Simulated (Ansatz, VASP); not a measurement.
# Cross-check of Ca3AgSe3Br between VASP and Ansatz, part 2 of 2

One calculation is typed for both programs; each brings its own data sets. How far apart do they land? The cell is generated by rule, not measured, and may not be a known phase. The cell is taken from a series of runs on this material, whose earlier steps may have relaxed, scaled, displaced or heated it; both programs get it as it stands.

VASP 6.6.1 and Ansatz 0.2.0.

So far: The structure; Ansatz: relaxation of cell and atoms, PBEsol.

## Step 3: VASP: relaxation of cell and atoms, PBEsol

Level of this step: PBEsol; plane waves and PAW (Ag, Br, Ca_sv, Se); invented cell (VASP).

The same cell, functional and mesh now go to VASP, with its own data sets.

Lines of VASP's logs that name or quote its potential files are left out, and so is its time.

Input file INCAR:

```
SYSTEM = Ca3AgSe3Br
PREC = Accurate
ENCUT = 500
EDIFF = 1E-07
NELM = 120
ISMEAR = 0
SIGMA = 0.01
LREAL = .FALSE.
ALGO = Normal
GGA = PS
NBANDS = 41
LASPH = .TRUE.
LORBIT = 11
LWAVE = .FALSE.
LCHARG = .FALSE.
ISIF = 3
IBRION = 2
NSW = 80
EDIFFG = -0.005
GGA_COMPAT = .FALSE.
NELMIN = 4
EFERMI = MIDGAP
KPAR = 2
```

Input file POSCAR:

```
Ca3AgSe3Br
1.0
    2.9361950000      2.9361950000      0.0000000000
   -2.9361950000      2.9361950000      0.0000000000
    0.0000000000      0.0000000000     11.4759810000
Ag Br Ca Se
1 1 3 3
Direct
    0.5000000000      0.5000000000      0.7500000218
    0.0000000000      0.0000000000      0.7500000218
    0.0000000000      0.0000000000      0.9974205255
    0.5000000000      0.5000000000      0.2499999782
    0.0000000000      0.0000000000      0.5025795180
    0.5000000000      0.5000000000      0.9910769284
    0.0000000000      0.0000000000      0.2499999782
    0.5000000000      0.5000000000      0.5089230280
```

Input file KPOINTS:

```
Automatic mesh
0
Gamma
8 8 2
0 0 0
```

Potentials, in the order of the species: Ag, Br, Ca_sv and Se (PBE family, release 64).

The run is started by

```bash
$ mpirun -np 2 vasp_std
```

Numbers of over 12 decimals in the logs are rounded to 6 here.

What it wrote:

```text
[banner, memory and clock lines left out]
running    2 mpi-ranks, on    1 nodes
 distrk:  each k-point on    1 cores,    2 groups
 distr:  one band on    1 cores,    1 groups

 POSCAR found type information on POSCAR AgBrCaSe
 POSCAR found :  4 types and       8 ions
|                                                                             |
|               ----> ADVICE to this user running VASP <----                  |
|                                                                             |
|     You enforced a specific xc type in the INCAR file but a different       |
|     [... a line on the potential file left out ...]
|     I HOPE YOU KNOW WHAT YOU ARE DOING!                                     |
|                                                                             |

 LDA part: xc-table for (Slater+PW92), standard interpolation
 POSCAR, INCAR and KPOINTS ok, starting setup
 FFT: planning ... GRIDC
 FFT: planning ... GRID_SOFT
 FFT: planning ... GRID
 WAVECAR not read
 entering main loop
       N       E                     dE             d eps       ncg     rms          rms(c)
DAV:   1     0.555822933236E+03    0.55582E+03   -0.30351E+04  2460   0.145E+03
DAV:   2     0.745127473052E+01   -0.54837E+03   -0.53362E+03  2823   0.379E+02
DAV:   3    -0.348825398060E+02   -0.42334E+02   -0.41932E+02  3588   0.895E+01
DAV:   4    -0.369330555858E+02   -0.20505E+01   -0.20462E+01  3968   0.179E+01
DAV:   5    -0.369990315455E+02   -0.65976E-01   -0.65955E-01  3648   0.295E+00    0.902E+00
DAV:   6    -0.360522503959E+02    0.94678E+00   -0.27322E+00  3224   0.993E+00    0.608E+00
DAV:   7    -0.359663320812E+02    0.85918E-01   -0.10981E+00  2992   0.436E+00    0.256E+00
DAV:   8    -0.359674073073E+02   -0.10752E-02   -0.10769E-01  3432   0.169E+00    0.595E-01
DAV:   9    -0.359669832850E+02    0.42402E-03   -0.10223E-02  3952   0.586E-01    0.221E-01
DAV:  10    -0.359670226302E+02   -0.39345E-04   -0.29008E-03  3416   0.258E-01    0.952E-02
DAV:  11    -0.359670625451E+02   -0.39915E-04   -0.30350E-04  3304   0.799E-02    0.425E-02
DAV:  12    -0.359670872086E+02   -0.24663E-04   -0.81833E-05  3584   0.399E-02    0.140E-02
DAV:  13    -0.359670907029E+02   -0.34944E-05   -0.14931E-05  3080   0.174E-02    0.421E-03
DAV:  14    -0.359670907261E+02   -0.23143E-07   -0.22312E-06  3048   0.817E-03    0.251E-03
DAV:  15    -0.359670907653E+02   -0.39202E-07   -0.39673E-07  2936   0.246E-03
   1 F= -.35967091E+02 E0= -.35967091E+02  d E =-.359671E+02
[...]
2 F= -.35967377E+02 E0= -.35967377E+02  d E =-.286477E-03
[...]
3 F= -.35967382E+02 E0= -.35967382E+02  d E =-.291530E-03
[...]
4 F= -.35967382E+02 E0= -.35967382E+02  d E =-.291263E-03
[...]
5 F= -.35967393E+02 E0= -.35967393E+02  d E =-.106253E-04
 ZBRENT: can't locate minimum, use default step
 trial-energy change:   -0.000011  1 .order   -0.000010   -0.000012   -0.000009
 step:   3.8928(harm=  4.4586)  dis= 0.00198  next Energy=   -35.967409 (dE=-0.267E-04)
 bond charge predicted
       N       E                     dE             d eps       ncg     rms          rms(c)
DAV:   1    -0.359674098240E+02   -0.17170E-04   -0.58204E-03  2481   0.335E-01    0.371E-02
DAV:   2    -0.359674165497E+02   -0.67257E-05   -0.24542E-04  2921   0.678E-02    0.161E-02
DAV:   3    -0.359674105632E+02    0.59865E-05   -0.88895E-06  3486   0.155E-02    0.958E-03
DAV:   4    -0.359674078622E+02    0.27010E-05   -0.61167E-06  3045   0.143E-02    0.233E-03
DAV:   5    -0.359674078569E+02    0.52696E-08   -0.12533E-06  2992   0.497E-03    0.165E-03
DAV:   6    -0.359674078446E+02    0.12267E-07   -0.51580E-08  2045   0.103E-03
   6 F= -.35967408E+02 E0= -.35967408E+02  d E =-.258162E-04
 curvature:  -2.20 expect dE=-0.423E-05 dE for cont linesearch -0.247E-06
 trial: gam= 0.07758 g(F)=  0.118E-05 g(S)=  0.744E-06 ort = 0.117E-05 (trialstep = 0.156E+01)
 search vector abs. value=  0.217E-05
 reached required accuracy - stopping structural energy minimisation
```

Parts of OUTCAR (step 3):

```text
ion  position               nearest neighbor table
   1  0.500  0.500  0.750-   6 2.77   8 2.77   2 2.94   2 2.94   2 2.94   2 2.94
   2  0.000  0.000  0.750-   3 2.84   5 2.84   1 2.94   1 2.94   1 2.94   1 2.94
   3  0.000  0.000  0.997-   2 2.84   7 2.90   6 2.94   6 2.94   6 2.94   6 2.94
   4  0.500  0.500  0.250-   7 2.94   7 2.94   7 2.94   7 2.94   8 2.97   6 2.97
   5  0.000  0.000  0.503-   2 2.84   7 2.90   8 2.94   8 2.94   8 2.94   8 2.94
   6  0.500  0.500  0.991-   1 2.77   3 2.94   3 2.94   3 2.94   3 2.94   4 2.97
   7  0.000  0.000  0.250-   3 2.90   5 2.90   4 2.94   4 2.94   4 2.94   4 2.94
   8  0.500  0.500  0.509-   1 2.77   5 2.94   5 2.94   5 2.94   5 2.94   4 2.97

  LATTYP: Found a simple tetragonal cell.
 ALAT       =     4.1524067908
 C/A-ratio  =     2.7636938234

 Subroutine GETGRP returns: Found 16 space group operations
 (whereof  8 operations were pure point group operations)

The static configuration has the point symmetry C_4v.
 The point group associated with its full space group is D_4h.

 Found     30 irreducible k-points:

   k-points           NKPTS =     30   k-points in BZ     NKDIM =     30   number of bands    NBANDS=     41

   dimension x,y,z NGX =    30 NGY =   30 NGZ =   84
   dimension x,y,z NGXF=    60 NGYF=   60 NGZF=  168

   ENCUT  =  500.0 eV  36.75 Ry    6.06 a.u.   7.57  7.57 20.92*2*pi/ulx,y,z

   NELECT =      66.0000    total number of electrons

 k-points in reciprocal lattice and weights: Automatic mesh
   0.00000000  0.00000000  0.00000000       0.008
   0.12500000  0.00000000  0.00000000       0.031
   0.25000000  0.00000000  0.00000000       0.031
   0.37500000  0.00000000  0.00000000       0.031
   0.50000000  0.00000000  0.00000000       0.016
   0.12500000  0.12500000  0.00000000       0.031
   0.25000000  0.12500000  0.00000000       0.062
   0.37500000  0.12500000  0.00000000       0.062
   0.50000000  0.12500000  0.00000000       0.031
[...]
0.50000000  0.37500000  0.50000000       0.031
   0.50000000  0.50000000  0.50000000       0.008

 average (electrostatic) potential at core
       1 -74.2821       2 -62.6405       3 -45.5860       4 -45.6392       5 -45.5859
       6 -53.7115       7 -53.8168       8 -53.7114

 E-fermi :   3.8591

 k-point     1 :       0.0000    0.0000    0.0000
  band No.  band energies     occupation
    ...
     29       2.2913      2.00000
     30       2.4253      2.00000
     31       2.4253      2.00000
     32       2.6085      2.00000
     33       2.6085      2.00000
     34       4.7757      0.00000
     35       4.8320      0.00000
     36       5.4027      0.00000
     37       6.0223      0.00000
     38       6.6947      0.00000
    ...

 k-point     2 :       0.1250    0.0000    0.0000
  band No.  band energies     occupation
    ...
     29       1.9899      2.00000
     30       2.0679      2.00000
     31       2.2529      2.00000
     32       2.3169      2.00000
     33       2.4508      2.00000
     34       5.1484      0.00000
     35       5.1924      0.00000
     36       5.7488      0.00000
     37       6.2872      0.00000
     38       6.7057      0.00000
    ...

 k-point     3 :       0.2500    0.0000    0.0000
  band No.  band energies     occupation
    ...
     29       1.6470      2.00000
     30       1.9748      2.00000
     31       2.0851      2.00000
     32       2.1555      2.00000
     33       2.4219      2.00000
     34       5.7924      0.00000
     35       5.9953      0.00000
     36       6.3617      0.00000
     37       6.7867      0.00000
     38       6.8384      0.00000
    ...

  Total       -0.0013805     -0.0013805      0.0109354      0.0000000     -0.0000000      0.0000000
  in kB       -0.0111447     -0.0111447      0.0882810      0.0000000     -0.0000000      0.0000000
  external PRESSURE =       0.0219972 kB  Pullay stress =       0.0000000 kB

  energy-cutoff  :      500.00
  volume of cell :      198.46
      direct lattice vectors                 reciprocal lattice vectors
     2.939357410  2.939357410 -0.000000000     0.170105207  0.170105207  0.000000000
    -2.939357410  2.939357410 -0.000000000    -0.170105207  0.170105207  0.000000000
     0.000000000  0.000000000 11.485378685     0.000000000  0.000000000  0.087067221

 POSITION                                       TOTAL-FORCE (eV/Angst)
 -----------------------------------------------------------------------------------
      0.00000      2.93936      8.61403         0.000000      0.000000     -0.000000
     -0.00000      0.00000      8.61403        -0.000000     -0.000000     -0.000000
      0.00000      0.00000     11.45526        -0.000000     -0.000000     -0.003302
      0.00000      2.93936      2.87134        -0.000000     -0.000000     -0.000000
     -0.00000      0.00000      5.77280        -0.000000     -0.000000      0.003302
      0.00000      2.93936     11.38044         0.000000     -0.000000     -0.001134
     -0.00000      0.00000      2.87134        -0.000000     -0.000000     -0.000000
      0.00000      2.93936      5.84763        -0.000000     -0.000000      0.001134
 -----------------------------------------------------------------------------------
    total drift:                               -0.000000      0.000000      0.000892

  FREE ENERGIE OF THE ION-ELECTRON SYSTEM (eV)
  ---------------------------------------------------
  free  energy   TOTEN  =       -35.9674078446 eV

  energy  without entropy=      -35.9674078446  energy(sigma->0) =      -35.96740784

 reached required accuracy - stopping structural energy minimisation

 total charge
# of ion       s       p       d       tot
------------------------------------------
    1        0.262   0.178   9.309   9.749
    2        1.606   3.241   0.021   4.867
    3        2.035   5.852   0.247   8.134
    4        2.034   5.850   0.247   8.132
    5        2.035   5.852   0.247   8.134
    6        1.434   2.454   0.010   3.897
    7        1.433   2.490   0.006   3.929
    8        1.434   2.454   0.010   3.897
--------------------------------------------------
tot         12.272  28.371  10.097  50.740

[... 3 further parts left out ...]
```

The run keeps the 16 symmetry operations of its start, so it cannot find a distortion of lower symmetry.

## Step 4: Differences

Known differences besides the potentials themselves: fixed occupations in Ansatz, narrow Gaussian smearing in VASP; the data sets hold 104 valence electrons in Ansatz (on its default PAW (the set named soft_2) files) and 66 in VASP; the cutoff is 420 eV in Ansatz and 500 eV in VASP; Ansatz makes its cores anew for this functional, VASP keeps those of its PBE data sets; Ansatz adds a Pulay correction to the stress that steers its cell, VASP none. Total energies have different zeros and are not compared.

Both answers:

```csv
quantity,Ansatz,VASP,difference
volume (Å³),197.89,198.46,-0.29 %
"edge a after relaxation, in the typed setting (Å)",4.152,4.157,-0.11 %
"edge c after relaxation, in the typed setting (Å)",11.477,11.485,-0.07 %
```

## Step 5: Outcome

| Quantity | Value |
| --- | --- |
| difference in volume (relaxation of cell and atoms, PBEsol) | -0.29 % |

The difference in volume is -0.29 % (relaxation of cell and atoms, PBEsol), within the 1.2 % picked in this series as the mark of a large difference, as far as the stopping tolerances let one tell. The data sets hold unlike numbers of valence electrons (104 in Ansatz and 66 in VASP), so part of the differences comes from the potentials. Such differences can come from data sets, numerical settings and the points named under the comparisons, not from the functional's error against experiment.

[Lines on the potential files, build, host, timing and source positions are cut from VASP's logs without a mark.]

[Logs are printed without paths, hosts, clocks, repeated set-up lines and the standing remarks that a program may print on its own settings, such as how far it seeks lower states.]

[Hosts, paths, dates, database ids (printed as entryN), source tags and the programs' standing remarks are cut or masked in the printed files.]
